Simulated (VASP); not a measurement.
OSZICAR of a VASP run on BN (wurtzite):

OSZICAR:
```
       N       E                     dE             d eps       ncg     rms          rms(c)
DAV:   1     0.477312864789E+02    0.47731E+02   -0.87665E+03  1536   0.131E+03
DAV:   2    -0.342673343932E+02   -0.81999E+02   -0.76531E+02  2092   0.268E+02
DAV:   3    -0.367433851207E+02   -0.24761E+01   -0.24671E+01  2044   0.471E+01
DAV:   4    -0.367582283521E+02   -0.14843E-01   -0.14828E-01  1896   0.368E+00
DAV:   5    -0.367584069023E+02   -0.17855E-03   -0.17852E-03  2000   0.373E-01    0.945E+00
DAV:   6    -0.350002067950E+02    0.17582E+01   -0.47796E+00  1908   0.181E+01    0.454E+00
DAV:   7    -0.348614054739E+02    0.13880E+00   -0.22889E-01  1828   0.471E+00    0.271E+00
DAV:   8    -0.348322484630E+02    0.29157E-01   -0.72569E-02  1732   0.253E+00    0.224E-01
DAV:   9    -0.348314364275E+02    0.81204E-03   -0.21655E-03  1976   0.488E-01    0.122E-01
DAV:  10    -0.348316772140E+02   -0.24079E-03   -0.39115E-04  1820   0.197E-01    0.261E-02
DAV:  11    -0.348316824735E+02   -0.52595E-05   -0.65718E-05  1944   0.709E-02    0.135E-02
DAV:  12    -0.348316836646E+02   -0.11911E-05   -0.90567E-06  1936   0.298E-02    0.219E-03
DAV:  13    -0.348316838076E+02   -0.14300E-06   -0.22653E-07  1084   0.542E-03
   1 F= -.34831684E+02 E0= -.34831684E+02  d E =-.238183E-16
```

Question: Which electronic solver shows in the log?

Answer: It is blocked Davidson (ALGO = Normal, or the opening steps of other solvers). The INCAR had ALGO = Normal.

Question: Can the final energy be trusted as converged?

Answer: The calculation finished and met its thresholds. It stopped with EDIFF = 1E-6, NELM = 100 (PBE GGA, plane waves, VASP's PBE PAW potentials (set 64)).

The compound is BN in the wurtzite structure, a metastable high-pressure form. The cell was not relaxed at this level.
